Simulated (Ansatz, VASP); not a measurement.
## HfMgO: VASP beside Ansatz

```xyz
3
Lattice="3.0951 0.0000 0.0000 0.0000 3.0951 0.0000 0.0000 0.0000 4.8816" Properties=species:S:1:pos:R:3 pbc="T T T"
Mg    1.5476    1.5476    2.3882
Hf    0.0000    0.0000    4.5744
O     1.5476    1.5476    0.2668
```

Alike in both runs: functional PBE; k mesh 6 × 6 × 4; occupations gaussian, width 0.1 eV; no spin polarisation.

Ansatz relaxed the structure, and its values are those at the end. VASP's run is a single point on that final structure, the one shown.

```csv
,VASP,Ansatz
version,VASP 6.6.1,Ansatz 0.2.0
potentials or method,"VASP PAW PBE potentials, release 64 (Mg, Hf_pv, O)","scalar-relativistic, plane waves, PAW"
plane-wave cutoff (eV),520,420
valence electrons in the cell,18,42
```

|  | VASP | Ansatz | Ansatz less VASP |
| --- | --- | --- | --- |
| gap on the k mesh at the Fermi level (eV) | none | none | - |
| pressure (GPa) | -1.3 | -0.2 | +1.10 |
| rms of the force components (eV/Å) | 0.048 | 0.010 | -0.0375 |

A gap of «none» marks a metal or a gap that the smearing closes. The two sets of potentials don't hold the same shells in valence.

The runs have no spin-orbit coupling, so splittings on Hf are missing.
